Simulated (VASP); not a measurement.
Method: r2SCAN meta-GGA, VASP's PBE PAW potentials (set 64) (plane waves; VASP).

The input files of a VASP run:

**INCAR**
```
! general
SYSTEM  = KCl
PREC    = Accurate
ENCUT   = 400
LREAL   = .False.
LASPH   = .True.
NBANDS  = 36

! electronic loop
EDIFF   = 1E-7   ! SCF stop (eV)
NELM    = 100   ! most electronic steps
ALGO    = Normal   ! blocked Davidson
LMIXTAU = .True.

! smearing
ISMEAR  = 0
SIGMA   = 0.01

! functional
METAGGA = R2SCAN

! output
LWAVE   = .False.
LCHARG  = .False.
NEDOS   = 1001

! other
LOPTICS = .True.
LPEAD   = .True.
CSHIFT  = 0.1
```

File KPOINTS:
```
Automatic mesh
0
Gamma
9 9 9
0 0 0
```

**POSCAR**
```
KCl
6.290
  0.0000000000   0.5000000000   0.5000000000
  0.5000000000   0.0000000000   0.5000000000
  0.5000000000   0.5000000000   0.0000000000
K Cl
1 1
Cart
  0.0000000000   0.0000000000   0.0000000000
  0.5000000000   0.5000000000   0.5000000000
```

POTCAR, in this order: K_sv Cl (PBE.64 set). Program: vasp_std.

**Question.** Estimate the energy per atom (σ→0), band gap (on the k-mesh).

**Answer.** 
```yaml
energy per atom (σ→0): -8.251 eV/atom
band gap (on the k-mesh): 5.83 eV
```

OSZICAR:
```
...
DAV:  22    -0.165024876767E+02   -0.50979E-05   -0.60975E-07  2780   0.383E-03    0.197E-03
DAV:  23    -0.165024864777E+02    0.11989E-05   -0.78835E-08  2744   0.123E-03    0.180E-03
DAV:  24    -0.165024882400E+02   -0.17623E-05   -0.14891E-07  2712   0.213E-03    0.320E-04
DAV:  25    -0.165024878810E+02    0.35899E-06   -0.30701E-08  2628   0.786E-04    0.391E-04
DAV:  26    -0.165024880773E+02   -0.19632E-06   -0.34884E-09  1772   0.299E-04    0.273E-04
DAV:  27    -0.165024880175E+02    0.59843E-07   -0.13377E-09  1532   0.136E-04
   1 F= -.16502488E+02 E0= -.16502488E+02  d E =-.187342E-16
 imaginary and real dielectric function
```

The compound is KCl in the rock salt structure. The cell was not relaxed at this level.
